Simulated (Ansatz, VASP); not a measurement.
# SnSe2 in two plane-wave programs, part 2 of 2

Wanted: the spread between two codes on one cell, functional and k mesh. The cell is taken from a series of runs on this material, whose earlier steps may have relaxed, scaled, displaced or heated it; both programs get it as it stands.

VASP 6.6.1 and Ansatz 0.2.0.

So far: Starting point; VASP: zone-centre phonons, PBE, pair 1.

## (3) Ansatz: zone-centre phonons, PBE, pair 1

Level of this step: Ansatz beside VASP: Kohn-Sham DFT, plane waves, PBE (Ansatz).

Ansatz runs on its PAW soft_1 files.

The same cell, functional and mesh now go to Ansatz, which takes its cutoff from its data sets.

Contents of input.yaml:

```yaml
crystal:
  lattice:
    - [3.8683279779, 0.0, 0.0]
    - [-1.9341639889, 3.3165695961, 0.0]
    - [0.0, 0.0, 29.9272]
  atoms:
    - { symbol: Sn, position: [0.0, 0.0, 0.3341441899] }
    - { symbol: Se, position: [0.3335750736, 0.6671501471, 0.3876458063] }
    - { symbol: Se, position: [0.6664249264, 0.3328498529, 0.2806425735] }
  periodic: [true, true, false]
kpoints:
  mp_grid: { grid: [9, 9, 1] }
hamiltonian:
  xc: pbe
  pseudopotentials: { kind: paw, azcp: { folder: soft_1 } }
scf:
  occupations: { method: fixed }
output:
  eigenvalues: true
phonons:
  method: dfpt
```

Started as:

```console
$ ansatz run input.yaml --threads 4 --pin off --max-ram 16384MiB --backend cpu --events-out ev --progress --plain --runs-dir out
```

Numbers of over 12 decimals in the logs are rounded to 6 here.

What it wrote:

```text
Warning: crystal.symmetry: narrowed to the stabiliser of the run's FFT grids — unitary ops 4 → 2. A phonons.method: dfpt run fills in the rows of the dynamical matrix that it does not solve by its symmetry operations, which is exact only for operations that map its FFT grids onto themselves: filled in by any other, the frequencies could depend on the order in which like atoms are typed, or, by more than the grids' own error, on where the crystal sits among the grids' points. Excluded: 2 operations. The run can therefore solve more perturbations, solve them on more k-points, or both, and cost more. [rest of the remark cut]
Engine: ansatz 0.2.0, aarch64-unknown-linux-gnu
Pseudopotentials: kind: paw
Pseudopotential: Sn, paw, valence charge 14, recommended cutoff 420 eV (normal), soft_1/Sn.paw.azcp
Pseudopotential: Se, paw, valence charge 16, recommended cutoff 420 eV (normal), soft_1/Se.paw.azcp
Functional definition: PBE
  parameter kappa = 0.804
  parameter beta = 0.066725
  exchange = pbe_x(kappa = kappa, mu = beta*pi^2/3)
  correlation = pbe_c(beta = beta)
Crystal: 3 atoms, lattice volume = 383.953 Å³
Basis set: ecut = 420 eV, 7537 PW (Γ), exchange–correlation on 54×54×432 points (8 copies of the dense FFT grid, shifted against one another)
Bands: 28, of which v1, the nominal top of the filled ones, is band 23 counted from 1 (22 counted from 0)
Symmetry: 4 space group operations
k-points: 25 of 81 (irreducible under 2 space group operations, time reversal used)
Non-local potential: Sn, projectors of the file, l = 0: 2, l = 1: 2, l = 2: 2, l = 3: 1
Non-local potential: Se, projectors of the file, l = 0: 2, l = 1: 2, l = 2: 3, l = 3: 1
PAW form: soft (Blöchl's): semilocal exchange-correlation on the pseudo side does not see the compensation charge
PAW one-centre angular grid: Sn, 590 points (default); XC on 64 Gauss nodes
PAW one-centre angular grid: Se, 590 points (default); XC on 64 Gauss nodes
Initial density: superposition of atomic densities (neutral atoms: chi_scale 0, normalization atom)
Initial wavefunctions: pseudopotential atomic-orbital guess
Functional: x = pbe(κ = 0.804, μ = 0.219515), c = pbe(β = 0.066725)
iter 1 solved again at ethr=2.27e-3 eV; its pass at ethr=3.10e-3 eV (dr2=1.04e0 eV) is discarded
SCF iter   1: F=—  HF=-16963.761495 eV  |F-HF|=—  |Δ(HF+E_count)|=         —  Δρ=1.34e-2  dr2=1.05e0  ethr=2.27e-3  ⟨swp⟩=1.4  Hψ=3837  notcnv=0  defer=65
preconditioner: auto → Resta (q_TF=auto, 1.916 Å⁻¹)  ε∞=1.4  [insulator: Δε(μ)=1.080 eV  Ē_g=15.709 eV  n_scr=36 (ndim 8)  ℏωp=9.7 eV  f_vac=0.766  ε∞_Penn≈1.4  vacuum switching on, ρ_ref=1.8e-2 e/Å³]
SCF iter   2: F=—  HF=-16963.503408 eV  |F-HF|=—  |Δ(HF+E_count)|=   2.58e-1  Δρ=5.89e-3  dr2=1.62e-1  ethr=2.27e-3  ⟨swp⟩=4.3  Hψ=1242  notcnv=0  defer=73
SCF iter   3: F=—  HF=-16963.483061 eV  |F-HF|=—  |Δ(HF+E_count)|=   2.03e-2  Δρ=3.12e-3  dr2=3.88e-2  ethr=3.52e-4  ⟨swp⟩=3.6  Hψ=1320  notcnv=0  defer=73
SCF iter   4: F=—  HF=-16963.479809 eV  |F-HF|=—  |Δ(HF+E_count)|=   3.25e-3  Δρ=8.91e-4  dr2=2.43e-3  ethr=8.43e-5  ⟨swp⟩=3.5  Hψ=1045  notcnv=0  defer=75
SCF iter   5: F=—  HF=-16963.480105 eV  |F-HF|=—  |Δ(HF+E_count)|=   2.95e-4  Δρ=1.54e-4  dr2=6.16e-5  ethr=5.29e-6  ⟨swp⟩=3.2  Hψ=1159  notcnv=0  defer=75
SCF iter   6: F=—  HF=-16963.480134 eV  |F-HF|=—  |Δ(HF+E_count)|=   2.89e-5  Δρ=4.12e-5  dr2=5.53e-6  ethr=1.34e-7  ⟨swp⟩=3.4  Hψ=1499  notcnv=0  defer=75
SCF iter   7: F=—  HF=-16963.480137 eV  |F-HF|=—  |Δ(HF+E_count)|=   3.84e-6  Δρ=1.23e-5  dr2=3.51e-7  ethr=1.20e-8  ⟨swp⟩=3.0  Hψ=1146  notcnv=0  defer=75
SCF iter   8: F=—  HF=-16963.480177 eV  |F-HF|=—  |Δ(HF+E_count)|=   3.99e-5  Δρ=1.61e-6  dr2=1.05e-8  ethr=7.64e-10  ⟨swp⟩=3.5  Hψ=1487  notcnv=0  defer=74
SCF iter   9: F=—  HF=-16963.480177 eV  |F-HF|=—  |Δ(HF+E_count)|=   3.15e-9  Δρ=3.36e-7  dr2=6.52e-10  ethr=2.28e-11  ⟨swp⟩=3.0  Hψ=1398  notcnv=0  defer=74
SCF iter  10: F=-16963.480177 eV  HF=-16963.480177 eV  |F-HF|=3.64e-12  |Δ(HF+E_count)|=  4.26e-10  Δρ=6.94e-8  dr2=2.00e-11  ethr=1.00e-12  ⟨swp⟩=28.5  Hψ=7146  notcnv=0
SCF 1 converged in 10 iterations: F = -16963.480177 eV  dr2 = 2.00e-11
  greatest PAW one-centre occupation: 1.000 electrons in one spin orbital (limit 2), on the Se atom at site 2 (counted from 0), in its partial waves of l = 2
DFPT response loops at Γ: preconditioner auto → none (the input reference at scf.mixing.eps_inf says where Resta's filter doesn't serve); β = 0.50; Broyden in place of MSR1
SCF converged after 10 iterations
Free energy (F): -16963.480177 eV
Harris-Foulkes:  -16963.480177 eV  (|F-HF|=3.64e-12)
Internal energy: -16963.480177 eV  (E = F + TS)
E sigma→0 (E₀):  -16963.480177 eV
Fermi energy:    -5.990042 eV
--- Per-component energies (eV) ---
  E_band       = -1499.206209
  E_kinetic    = 388.596564
  E_local      = -93710.862149  (includes V_loc(G=0)·N_el)
  E_nonlocal   = -563.641175
  E_hartree    = 46674.648322
  E_xc         = -294.767703
  E_vxc        = -259.388108  (∫ρ·V_xc dr)
  E_paw        = -8631.801938  (= ΣΔE_a)
  E_vpaw       = -703.207677  (= ΣTr[D̂ρ^β])
  E_aug_tail   = -0.000464  (compensation charges beyond the density's cutoff)
  E_ewald      = 39174.348364
  E_smearing   = -0.000000  (= −TS)
  E_closure    = 0.000000  (closes the sum)
  Σ components = -16963.480177   (vs F -16963.480177, Δ=0.00e0)
--- Band table (eV; the first three rows and the last of 25) ---
  k-point 0: bands = [... 19 lower, -6.4830, -6.4350, -6.1034, -6.0559, -4.4662, -2.9214, -1.4519 (-1.4519°), -1.3622, ... 1 higher]
  k-point 1: bands = [... 19 lower, -7.0636, -6.8516, -6.6567, -6.0266, -3.9272, -2.3477, -1.4795 (-1.4795°), -1.1795, ... 1 higher]
  k-point 2: bands = [... 19 lower, -7.6493, -7.4352, -6.8773, -6.0992, -4.0446, -2.0525, -0.6669 (-0.6669°), -0.6220, ... 1 higher]
  k-point 24: bands = [... 19 lower, -9.0884, -8.0834, -7.1996, -6.4510, -4.0120, -1.2848, -0.5359, -0.0285, ... 1 higher]
  ° read free of the cell's end (the report's vacuum.weakly_bound_levels)
--- Phonons (Γ-DFPT): 9 representative perturbations + reference, on 25 of 81 k-points (Σ response iterations 30) ---
  ASR residual: 6.803e-5 → 0.000e0 eV/Å²; symmetrization residual: 2.986e-5 eV/Å²
  The last average, over the group as it would stand without the narrowing to the FFT grids, took up to 5.788e-6 eV/Å² of the zone centre's force constants
  ASR residual per site (eV/Å²): 6.80e-5 2.61e-5 4.20e-5
  Γ frequencies (cm⁻¹): 0.00 0.00 0.00 104.40 105.21 137.49 141.13 178.34 250.36
  non-analytic LO–TO correction: not included (Born effective charges unavailable; polar crystals: no LO–TO splitting at Γ)
```

In the SCF lines HF is the Harris–Foulkes energy and dr2 the Hartree energy of the density residual, in eV; the loop may stop once dr2 is under the threshold and the program's other checks hold. Hψ counts applications of the Hamiltonian.

## (4) Differences

Known differences besides the potentials themselves: fixed occupations in Ansatz, narrow Gaussian smearing in VASP; Ansatz cuts the interaction across the vacuum, VASP repeats the sheet without a dipole correction; the data sets hold 46 valence electrons in Ansatz (on its PAW soft_1 files) and 26 in VASP; the cutoff is 420 eV in Ansatz and 500 eV in VASP. Total energies have different zeros and are not compared.

Both answers:

```csv
quantity,Ansatz,VASP,difference
optical mode 1 (cm⁻¹),104.4,104.6,-0.16 %
optical mode 2 (cm⁻¹),105.2,105.5,-0.32 %
optical mode 3 (cm⁻¹),137.5,138.3,-0.59 %
optical mode 4 (cm⁻¹),141.1,141.7,-0.37 %
optical mode 5 (cm⁻¹),178.3,178.7,-0.18 %
optical mode 6 (cm⁻¹),250.4,251.0,-0.25 %
```

Modes are paired by rising frequency, not by their patterns, so a pair may set unlike modes beside each other; they are those without the splitting of longitudinal modes. Where the cell holds vacuum, a pressure given here is an average over it and none of the material.

## (5) VASP: zone-centre phonons, PBE, pair 2

Second derivatives magnify differences that forces hide, and they need a tight electronic threshold.

Contents of INCAR:

```
SYSTEM = SnSe2
PREC = Accurate
ENCUT = 500
EDIFF = 1E-08
NELM = 120
ISMEAR = 0
SIGMA = 0.01
LREAL = .FALSE.
ALGO = Normal
GGA = PE
NBANDS = 19
LORBIT = 11
LWAVE = .FALSE.
LCHARG = .FALSE.
ISIF = 2
IBRION = 8
LASPH = .TRUE.
GGA_COMPAT = .FALSE.
EFERMI = MIDGAP
NELMDL = -8
KPAR = 2
```

Contents of POSCAR:

```
SnSe2
1.0
    3.8683279779      0.0000000000      0.0000000000
   -1.9341639889      3.3500702990      0.0000000000
    0.0000000000      0.0000000000     29.9272000000
Sn Se
1 2
Direct
    0.0000000000      0.0000000000      0.3341441899
    0.3333333333      0.6666666667      0.3874388297
    0.6666666667      0.3333333333      0.2808495501
```

Contents of KPOINTS:

```
Automatic mesh
0
Gamma
9 9 1
0 0 0
```

Potentials, in the order of the species: Sn_d and Se (PBE family, release 64).

Started as:

```console
$ mpirun -np 2 vasp_std
```

What it wrote:

```text
[... set-up lines as in an earlier step ...]
 entering main loop
       N       E                     dE             d eps       ncg     rms          rms(c)
DAV:   1     0.174295829011E+03    0.17430E+03   -0.10090E+04   552   0.978E+02
DAV:   2     0.932434079652E+01   -0.16497E+03   -0.15959E+03   602   0.213E+02
DAV:   3    -0.115511904297E+02   -0.20876E+02   -0.20812E+02   607   0.882E+01
DAV:   4    -0.121309199353E+02   -0.57973E+00   -0.57881E+00   618   0.177E+01
[...]
DAV:  25    -0.118632546822E+02   -0.21576E-06   -0.51473E-10   480   0.129E-04    0.815E-05
DAV:  26    -0.118632547384E+02   -0.56203E-07    0.14998E-09   505   0.702E-05    0.152E-05
DAV:  27    -0.118632547477E+02   -0.92509E-08    0.17798E-09   449   0.579E-05
   1 F= -.11863255E+02 E0= -.11863255E+02  d E =0.000000E+00
 Linear response reoptimize wavefunctions to high precision
DAV:   1    -0.118632547523E+02   -0.46070E-08    0.17891E-09   459   0.311E-05
DAV:   2    -0.118632547522E+02    0.10368E-09    0.18227E-09   399   0.111E-05
[...]
RMM:  10    -0.793014545014E-01    0.75872E-07    0.28923E-08  3482   0.602E-05    0.709E-06
RMM:  11    -0.793014952056E-01   -0.40704E-07    0.36679E-09  3232   0.235E-05    0.259E-06
RMM:  12    -0.793014980250E-01   -0.28194E-08   -0.40674E-11  3515   0.964E-06    0.103E-06
 first order change of Fermi-energy  -0.25616E-04
 force on displaced ion       2 direction 1 :  -2.773  -0.000  -0.000
 Linear response progress:
  Degree of freedom:   4/  4
       N       E                     dE             d eps       ncg     rms          rms(c)
RMM:   1    -0.114731062610E+00   -0.11473E+00    0.66431E-02  1024   0.147E+00
RMM:   2    -0.113050196489E+00    0.16809E-02   -0.22945E-03   825   0.241E-01    0.923E-02
RMM:   3    -0.112836467321E+00    0.21373E-03   -0.27988E-04   885   0.897E-02    0.425E-02
RMM:   4    -0.112782379605E+00    0.54088E-04   -0.57442E-05   899   0.418E-02    0.231E-02
[...]
RMM:  15    -0.112775152572E+00   -0.10879E-07    0.66511E-09   916   0.544E-05    0.807E-06
RMM:  16    -0.112775182753E+00   -0.30181E-07    0.45410E-08   917   0.403E-05    0.320E-06
RMM:  17    -0.112775183497E+00   -0.74389E-09    0.66541E-08   942   0.186E-05    0.188E-06
 first order change of Fermi-energy   0.29930E+00
 force on displaced ion       2 direction 3 :   0.000  -0.000  -8.399
 Linear response finished
```

Parts of OUTCAR (step 5):

```text
  Total        0.0272642      0.0272642      0.0322095      0.0000000     -0.0000000      0.0000000
  in kB        0.1126314      0.1126314      0.1330613      0.0000000     -0.0000000      0.0000000
  external PRESSURE =       0.1194414 kB  Pullay stress =       0.0000000 kB

 POSITION                                       TOTAL-FORCE (eV/Angst)
 -----------------------------------------------------------------------------------
      0.00000      0.00000     10.00000        -0.000000     -0.000000     -0.000000
     -0.00000      2.23338     11.59496        -0.000000      0.000000      0.013840
      1.93416      1.11669      8.40504         0.000000     -0.000000     -0.013840
 -----------------------------------------------------------------------------------
    total drift:                               -0.000000     -0.000000      0.000085

[... 2 further parts left out ...]
```

## (6) Ansatz: zone-centre phonons, PBE, pair 2

The same cell, functional and mesh now go to Ansatz, which takes its cutoff from its data sets.

The cell is taken from a series of runs on this material, whose earlier steps may have relaxed, scaled, displaced or heated it; both programs get it as it stands.

input.yaml, the sections that differ from step 3:

```yaml
crystal:
  lattice:
    - [3.8683279779, 0.0, 0.0]
    - [-1.9341639889, 3.350070299, 0.0]
    - [0.0, 0.0, 29.9272]
  atoms:
    - { symbol: Sn, position: [0.0, 0.0, 0.3341441899] }
    - { symbol: Se, position: [0.3333333333, 0.6666666667, 0.3874388297] }
    - { symbol: Se, position: [0.6666666667, 0.3333333333, 0.2808495501] }
  periodic: [true, true, false]
# kpoints, hamiltonian, scf, output, phonons: as in step 3
```

Started as:

```console
$ ansatz run input.yaml --threads 4 --pin off --max-ram 16384MiB --backend cpu --events-out ev --progress --plain --runs-dir out
```

What it wrote:

```text
[...]
Crystal: 3 atoms, lattice volume = 387.832 Å³
Basis set: ecut = 420 eV, 7673 PW (Γ), exchange–correlation on 54×54×432 points (8 copies of the dense FFT grid, shifted against one another)
Bands: 28, of which v1, the nominal top of the filled ones, is band 23 counted from 1 (22 counted from 0)
Symmetry: 12 space group operations
[...]
k-point 24: bands = [... 19 lower, -9.0938, -8.0647, -7.1881, -6.4569, -4.0833, -1.3078, -0.5691, -0.1410, ... 1 higher]
  ° read free of the cell's end (the report's vacuum.weakly_bound_levels)
[...]
ASR residual: 4.249e-5 → 0.000e0 eV/Å²; symmetrization residual: 3.108e-5 eV/Å²
[...]
ASR residual per site (eV/Å²): 4.25e-5 9.88e-6 6.22e-6
  Γ frequencies (cm⁻¹): 0.00 0.00 0.00 104.40 104.40 137.75 137.75 176.67 247.97
[...]
[key lines of the parts left out:]
SCF converged after 10 iterations
Free energy (F): -16963.482617 eV
Fermi energy:    -6.049289 eV
```

## (7) Differences

What differs besides the data sets and the points named for the pairs above, as far as they apply: the data sets hold 46 valence electrons in Ansatz (on its PAW soft_1 files) and 26 in VASP. Total energies have different zeros and are not compared.

The two programs side by side:

```csv
quantity,Ansatz,VASP,difference
optical mode 1 to 2 (cm⁻¹),104.4,104.5,-0.06 %
optical mode 3 to 4 (cm⁻¹),137.8,138.6,-0.65 %
optical mode 5 (cm⁻¹),176.7,177.0,-0.16 %
optical mode 6 (cm⁻¹),248.0,248.4,-0.19 %
```

Modes are paired by rising frequency, not by their patterns, so a pair may set unlike modes beside each other; they are those without the splitting of longitudinal modes. Where the cell holds vacuum, a pressure given here is an average over it and none of the material.

## (8) Summary of results

| Property | Result |
| --- | --- |
| r.m.s. difference of the optical zone-centre modes, each program's sorted by frequency (zone-centre phonons, PBE, pair 1) | 0.51 cm⁻¹ |
| difference in optical mode 3 (zone-centre phonons, PBE, pair 1) | -0.6 % |
| r.m.s. difference of the optical zone-centre modes, each program's sorted by frequency (zone-centre phonons, PBE, pair 2) | 0.56 cm⁻¹ |
| difference in optical mode 3 to 4 (zone-centre phonons, PBE, pair 2) | -0.6 % |

**Reading.** The r.m.s. difference of the optical zone-centre modes, each program's sorted by frequency is 0.51 cm⁻¹ (zone-centre phonons, PBE, pair 1). The data sets hold unlike numbers of valence electrons (46 in Ansatz and 26 in VASP), so part of the differences may come from the potentials. Among the rows given in per cent, the largest difference of the zone-centre phonons, PBE, pair 1 pair is in optical mode 3, -0.6 %. Among the rows given in per cent, the largest difference of the zone-centre phonons, PBE, pair 2 pair is in optical mode 3 to 4, -0.6 %. How closely two codes agree says nothing of how well the functional describes the real material.

[Lines on the potential files, build, host, timing and source positions are cut from VASP's logs without a mark.]

[Logs are printed without paths, hosts, clocks, repeated set-up lines and the standing remarks that a program may print on its own settings, such as how far it seeks lower states.]

[Hosts, paths, dates, database ids (printed as entryN), source tags and the programs' standing remarks are cut or masked in the printed files.]
